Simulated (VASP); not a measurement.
All values below come from LDA (Ceperley-Alder, Perdew-Zunger), VASP's LDA PAW potentials (set 64) (plane waves; VASP 6.6.1).

Input for VASP

INCAR:
```
SYSTEM = WSi2
PREC = Accurate
ENCUT = 520
EDIFF = 1E-7
NELM = 100
ALGO = Normal
LREAL = .FALSE.
LASPH = .TRUE.
ISMEAR = 1
SIGMA = 0.1
LMAXMIX = 6
LWAVE = .FALSE.
LCHARG = .FALSE.
ISIF = 4
IBRION = 2
NSW = 30
EDIFFG = -0.01
```

File KPOINTS:
```
Automatic mesh
0
Gamma
13 13 13
0 0 0
```

POSCAR:
```
WSi2
1.0
 -1.5777358601   1.5777358601   3.8521662746
  1.5777358601  -1.5777358601   3.8521662746
  1.5777358601   1.5777358601  -3.8521662746
Si W
2 1
Cart
 -0.0000000000   0.0000000000   5.1260288970
 -0.0000000000   0.0000000000   2.5783036522
  0.0000000000   0.0000000000   0.0000000000
```

POTCAR, in this order: Si W_sv (LDA.64 set). Program: vasp_std.

The run wrote:

OSZICAR:
```
       N       E                     dE             d eps       ncg     rms          rms(c)
DAV:   1     0.126921218558E+03    0.12692E+03   -0.11274E+04  5880   0.149E+03
DAV:   2    -0.238022139298E+02   -0.15072E+03   -0.14877E+03  6713   0.363E+02
DAV:   3    -0.281218012248E+02   -0.43196E+01   -0.42396E+01  7840   0.529E+01
DAV:   4    -0.281516766626E+02   -0.29875E-01   -0.29803E-01  6671   0.518E+00
DAV:   5    -0.281520665637E+02   -0.38990E-03   -0.38988E-03  7910   0.586E-01    0.283E+01
DAV:   6    -0.274467801903E+02    0.70529E+00   -0.35518E+00  7126   0.145E+01    0.104E+01
DAV:   7    -0.273493755116E+02    0.97405E-01   -0.21624E-01  6552   0.295E+00    0.466E+00
DAV:   8    -0.273278056752E+02    0.21570E-01   -0.36738E-02  7658   0.161E+00    0.279E-01
DAV:   9    -0.273272671706E+02    0.53850E-03   -0.10965E-03  6993   0.274E-01    0.156E-01
DAV:  10    -0.273271274673E+02    0.13970E-03   -0.27107E-04  7329   0.171E-01    0.375E-02
DAV:  11    -0.273271235487E+02    0.39186E-05   -0.26269E-05  7378   0.423E-02    0.160E-02
DAV:  12    -0.273271234479E+02    0.10085E-06   -0.10669E-06  7147   0.757E-03    0.402E-03
DAV:  13    -0.273271233272E+02    0.12068E-06   -0.33041E-07  6523   0.589E-03    0.702E-04
DAV:  14    -0.273271233276E+02   -0.40336E-09   -0.10291E-08  3493   0.109E-03
   1 F= -.27327123E+02 E0= -.27327081E+02  d E =-.273271E+02
       N       E                     dE             d eps       ncg     rms          rms(c)
DAV:   1    -0.273283622255E+02   -0.12389E-02   -0.36975E-02  6440   0.190E+00    0.170E-01
DAV:   2    -0.273277338432E+02    0.62838E-03   -0.15121E-03  7746   0.328E-01    0.902E-02
DAV:   3    -0.273275196826E+02    0.21416E-03   -0.50870E-04  7336   0.179E-01    0.261E-02
DAV:   4    -0.273275176937E+02    0.19889E-05   -0.22287E-05  6496   0.398E-02    0.989E-03
DAV:   5    -0.273275173214E+02    0.37236E-06   -0.85228E-07  7539   0.675E-03    0.490E-03
DAV:   6    -0.273275172774E+02    0.43989E-07   -0.19186E-07  5927   0.304E-03
   2 F= -.27327517E+02 E0= -.27327472E+02  d E =-.393950E-03
       N       E                     dE             d eps       ncg     rms          rms(c)
DAV:   1    -0.273276316035E+02   -0.11428E-03   -0.25164E-03  6454   0.497E-01    0.443E-02
DAV:   2    -0.273275888318E+02    0.42772E-04   -0.10206E-04  7752   0.853E-02    0.235E-02
DAV:   3    -0.273275741971E+02    0.14635E-04   -0.34954E-05  7329   0.470E-02    0.674E-03
DAV:   4    -0.273275740792E+02    0.11790E-06   -0.15243E-06  6517   0.104E-02    0.258E-03
DAV:   5    -0.273275740539E+02    0.25271E-07   -0.51851E-08  3990   0.172E-03
   3 F= -.27327574E+02 E0= -.27327529E+02  d E =-.450726E-03
       N       E                     dE             d eps       ncg     rms          rms(c)
DAV:   1    -0.273277032147E+02   -0.12914E-03   -0.46906E-03  6923   0.637E-01    0.541E-02
DAV:   2    -0.273276164311E+02    0.86784E-04   -0.21139E-04  6972   0.119E-01    0.277E-02
DAV:   3    -0.273275923807E+02    0.24050E-04   -0.58370E-05  7497   0.580E-02    0.771E-03
DAV:   4    -0.273275917489E+02    0.63179E-06   -0.36839E-06  6671   0.156E-02    0.390E-03
DAV:   5    -0.273275916658E+02    0.83137E-07   -0.13361E-07  5350   0.270E-03
   4 F= -.27327592E+02 E0= -.27327547E+02  d E =-.176119E-04
```

**OUTCAR**
```
------------------------ aborting loop because EDIFF is reached ----------------------------------------
  FORCE on cell =-STRESS in cart. coord.  units (eV):
  Direction    XX          YY          ZZ          XY          YZ          ZX
  --------------------------------------------------------------------------------------
  Total        1.8694873      1.8694873      1.9024905      0.0000000     -0.0000000     -0.0000000
  in kB       78.0907321     78.0907321     79.4693167      0.0000000     -0.0000000     -0.0000000
  external PRESSURE =      78.5502603 kB  Pullay stress =       0.0000000 kB
  volume of cell :       38.36
      direct lattice vectors                 reciprocal lattice vectors
    -1.577101753  1.577101753  3.855264587     0.000000000  0.317037248  0.129692785
     1.577101753 -1.577101753  3.855264587     0.317037248  0.000000000  0.129692785
     1.577101753  1.577101753 -3.855264587     0.317037248  0.317037248  0.000000000
 POSITION                                       TOTAL-FORCE (eV/Angst)
 -----------------------------------------------------------------------------------
      0.00000      0.00000      5.13449         0.000000      0.000000     -0.007113
      0.00000      0.00000      2.57604         0.000000      0.000000      0.007113
      1.57710      1.57710      3.85526        -0.000000     -0.000000      0.000000
 -----------------------------------------------------------------------------------
    total drift:                                0.000000      0.000000      0.000000
  FREE ENERGIE OF THE ION-ELECTRON SYSTEM (eV)
  ---------------------------------------------------
  free  energy   TOTEN  =       -27.3275916658 eV

  energy  without entropy=      -27.3274565580  energy(sigma->0) =      -27.32754663

 reached required accuracy - stopping structural energy minimisation
```
(Selected blocks of OUTCAR.)

File CONTCAR:
```
WSi2
   1.00000000000000
    -1.5771017531246179    1.5771017531246179    3.8552645865089081
     1.5771017531246179   -1.5771017531246179    3.8552645865089081
     1.5771017531246179    1.5771017531246179   -3.8552645865089081
  Si              W
     2     1
Direct
     0.6659067717364962    0.6659067717364962    0.0000000000000000
     0.3340932282635038    0.3340932282635038    0.0000000000000000
     1.0000000000000000    1.0000000000000000    1.0000000000000000
```

The compound is WSi2 in the MoSi2 type structure. This cell is one point of a volume scan, at 0.97 of the reference volume. Symmetry was kept, so distortions that lower it aren't found.
